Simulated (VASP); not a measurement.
Given:

```
CELL_PARAMETERS angstrom
      0.00000     2.62490     2.62490
      2.62490     0.00000     2.62490
      2.62490     2.62490     0.00000
ATOMIC_POSITIONS crystal
  Co 0.00000 0.00000 0.00000
  Si 0.25000 0.25000 0.25000
  Si 0.75000 0.75000 0.75000
```

Computed with AM05 GGA, VASP's PBE PAW potentials (set 64) (plane waves; VASP 6.6.1). Settings: 520 eV cut-off, 10×10×10 Γ-centred mesh, first-order Methfessel-Paxton smearing of 0.10 eV, potentials Co Si.

Give the stress tensor in GPa (positive for a compressed cell).

```
6.44  0.00  0.00
0.00  6.44  0.00
0.00  0.00  6.44
```
The pressure is its mean diagonal, 6.44 GPa.

The compound is CoSi2 in the fluorite structure. This cell is one point of a volume scan, at 0.97 of the reference volume. The run is not spin-polarised, so no magnetic state was tried. The electron count is odd and the run is not spin-polarised, which forces a metal.
